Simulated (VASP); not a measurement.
Consider the following.

```xyz
4
Lattice="3.9396 0.0000 0.0000 -1.9698 3.4118 0.0000 0.0000 0.0000 8.8122" Properties=species:S:1:pos:R:3 pbc="T T T"
Si     0.0000     2.2745     2.2031
Si     1.9698     1.1372     6.6092
Ge     1.9698     1.1372     2.2031
Ge     0.0000     2.2745     6.6092
```

Computed with PBEsol GGA, VASP's PBE PAW potentials (set 64) (plane waves; VASP). Run with 400 eV cut-off, 7×7×3 Γ-centred mesh, tetrahedra with Blöchl corrections, potentials Si Ge_d.

**Question.** Give the stress tensor in GPa (positive for a compressed cell).

**Answer.** 
```
 0.30   0.00   0.00
 0.00   0.30   0.00
 0.00   0.00  -1.00
```
The pressure is its mean diagonal, -0.13 GPa.

The structure was generated: SiGe was put into the layered h-BN type type (P6_3/mmc), which need not be its known phase. It was relaxed first, which changed the volume by -9 %.
